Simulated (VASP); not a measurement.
Crystal: CdS.

```
CELL_PARAMETERS angstrom
0.00000 2.91650 2.91650
2.91650 0.00000 2.91650
2.91650 2.91650 0.00000
ATOMIC_POSITIONS crystal
Cd 0.00000 0.00000 0.00000
S 0.25000 0.25000 0.25000
```

| Property | Result |
| --- | --- |
| Program | VASP 6.6.1 |
| Task | relaxation of cell and atoms |
| Functional | PBE |
| Potentials or basis | VASP PAW PBE potentials, release 64 (Cd, S) |
| Cutoff | 350 eV |
| k mesh | 10 × 10 × 10 |
| Occupations | gaussian, width 0.02 eV |
| Spin | no spin polarisation |

At the start: pressure 2.8 GPa; volume 24.81 Å³/atom.

Q: Where does the relaxation end?

A: Over 3 steps the energy falls by 10.2 meV/atom and the volume is 26.02 Å³/atom (+4.9 %); space group F-43m (No. 216, to 0.05 Å).

The path:
| step | energy change (eV) | largest force (eV/Å) | pressure (GPa) | volume (Å³) |
| --- | --- | --- | --- | --- |
| 1 | 0.0000 | 0.0000 | 2.82 | 49.62 |
| 2 | -0.0186 | 0.0000 | -0.74 | 52.81 |
| 3 | -0.0204 | 0.0000 | 0.01 | 52.04 |

Final structure:
```
Cd S
1.0
     0.00000    2.96329    2.96329
     2.96329    0.00000    2.96329
     2.96329    2.96329    0.00000
Cd S
1 1
Direct
  0.00000 0.00000 0.00000
  0.25000 0.25000 0.25000
```
